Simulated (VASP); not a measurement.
Given:

```yaml
crystal:
  lattice:
    - [5.31548, 0.00000, 0.00000]
    - [0.00000, 5.31548, 0.00000]
    - [0.00000, 0.00000, 5.31548]
  atoms:
    - { symbol: Nb, position: [0.25000, 0.00000, 0.50000] }
    - { symbol: Nb, position: [0.50000, 0.25000, 0.00000] }
    - { symbol: Nb, position: [0.50000, 0.75000, 0.00000] }
    - { symbol: Nb, position: [0.75000, 0.00000, 0.50000] }
    - { symbol: Nb, position: [0.00000, 0.50000, 0.75000] }
    - { symbol: Nb, position: [0.00000, 0.50000, 0.25000] }
    - { symbol: Sn, position: [0.50000, 0.50000, 0.50000] }
    - { symbol: Sn, position: [0.00000, 0.00000, 0.00000] }
```

Calculation: PBE GGA, VASP's PBE PAW potentials (set 64) (plane waves; VASP). Run with 500 eV cut-off, 6×6×6 Γ-centred mesh, first-order Methfessel-Paxton smearing of 0.10 eV, potentials Nb_sv Sn_d.

Unless said otherwise, spin-orbit coupling is left out, though it shifts the bands of the heavy elements here.

Problem. What does the run give for the energy per atom (σ→0), band gap (on the k-mesh) with the smallest direct gap where there is one?

Solution. 
```yaml
band gap (on the k-mesh): none (metal, semimetal or under 0.01 eV)
energy per atom (σ→0): -848.6 kJ/mol-atom
```

The compound is Nb3Sn in the A15 structure. It was relaxed first.
